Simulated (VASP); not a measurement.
Given:

```yaml
crystal:
  lattice:
    - [0.00000, 2.70526, 2.70526]
    - [2.70526, 0.00000, 2.70526]
    - [2.70526, 2.70526, 0.00000]
  atoms:
    - { symbol: Yb, position: [0.00000, 0.00000, 0.00000] }
```

Calculation: r2SCAN meta-GGA, VASP's PBE PAW potentials (set 64) (plane waves; VASP). Run with 480 eV cut-off, 12×12×12 Γ-centred mesh, first-order Methfessel-Paxton smearing of 0.10 eV, potentials Yb_2.

The 4f electrons are frozen in the core of the lanthanide potential, so 4f levels, which can set the real gap, and their magnetism are missing.

Task: What does the run give for the energy per atom (σ→0), band gap (on the k-mesh) with the smallest direct gap where there is one?

Result: 
```json
{
  "band gap (on the k-mesh)": "none (metal, semimetal or under 0.01 eV)",
  "energy per atom (σ→0)": "-3227.8 kJ/mol-atom"
}
```

The absolute energy has meaning only against runs of the same code, potentials and settings.

The compound is Yb in the fcc structure. This cell was strained or had an atom moved on purpose.
